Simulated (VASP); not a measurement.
Computed with PBE GGA, VASP's PBE PAW potentials (set 64) (plane waves; VASP).

Input for VASP

### INCAR
```
ENCUT = 400   # plane-wave cut-off (eV)
LORBIT = 10
LASPH = T
MAGMOM = 2*1.8
GGA = PE   # PBE
ALGO = Normal   # blocked Davidson
LMAXMIX = 4
LCHARG = F
LREAL = F   # projection in real space or not
ISIF = 2   # forces and stress, cell fixed
LWAVE = F
SYSTEM = Co
PREC = Accurate
NELM = 100   # most electronic steps
ISMEAR = 1   # Methfessel-Paxton
ISPIN = 2
SIGMA = 0.1   # width (eV)
EDIFF = 1E-6   # SCF stop (eV)
NUPDOWN = 3
```

### POSCAR
```
Co
1
    1.2801000000    -2.2171980000     0.0000000000
    1.2801000000     2.2171980000     0.0000000000
    0.0000000000     0.0000000000     4.1514000000
Co
2
Direct
  0.3333330000   0.6666670000   0.2500000000
  0.6666670000   0.3333330000   0.7500000000
```

File KPOINTS:
```
Automatic mesh
0
Gamma
15 15 8
0 0 0
```

POTCAR, in this order: Co (PBE.64 set). Program: vasp_std.

Task: What will the output report for the number of irreducible k-points (NKPTS), number of bands (NBANDS), largest plane-wave count, number of space-group operations, FFT grid (NGX, NGY, NGZ)?

Result: 
The number of irreducible k-points (NKPTS) comes out as 135. The number of bands (NBANDS) is 15. The largest plane-wave count is 458, the number of space-group operations is 24 and the FFT grid (NGX, NGY, NGZ) comes out as 18 × 18 × 28.

The compound is Co in the hcp structure. The cell was not relaxed at this level. The run is one of a series of settings (NUPDOWN = 3 against the base run), some of them coarse on purpose.
